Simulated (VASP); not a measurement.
Here is the system:

```yaml
crystal:
  lattice:
    - [2.91736, -4.91051, -0.00795]
    - [1.39697, 2.41963, 0.00000]
    - [-0.00626, 0.00361, 4.62016]
  atoms:
    - { symbol: Zn, position: [0.34084, 0.34084, 0.50857] }
    - { symbol: Be, position: [0.15712, 0.65712, 0.00908] }
    - { symbol: Be, position: [0.83474, 0.33474, 0.49205] }
    - { symbol: Be, position: [0.67658, 0.67658, 0.00026] }
    - { symbol: O, position: [0.33654, 0.33654, 0.92529] }
    - { symbol: O, position: [0.12425, 0.62425, 0.35267] }
    - { symbol: O, position: [0.83211, 0.33211, 0.86357] }
    - { symbol: O, position: [0.69783, 0.69783, 0.36051] }
```

Level of theory: PBEsol GGA, VASP's PBE PAW potentials (set 64) (plane waves; VASP). Run with 520 eV cut-off, 5×10×6 Γ-centred mesh, tetrahedra with Blöchl corrections, potentials Zn Be O.

The cores are frozen, which limits the accuracy of field gradients.

Question: Give the principal components of the electric field gradient (V/Å²) and the asymmetry η at each nucleus.

Answer: 
```csv
atom,Vxx,Vyy,Vzz,η
Zn1,28.6,0.5,-29.0,0.97
Be2,1.3,0.8,-2.1,0.22
Be3,-2.0,-0.2,2.3,0.79
Be4,1.0,0.3,-1.3,0.48
O5,6.2,2.0,-8.2,0.51
O6,-23.7,-6.3,30.1,0.58
O7,-3.3,-2.5,5.8,0.14
O8,-14.0,-2.0,16.0,0.74
```

The structure was generated: Be3ZnO4 was put into an ordered model structure (Pm), which need not be its known phase. It was relaxed first.
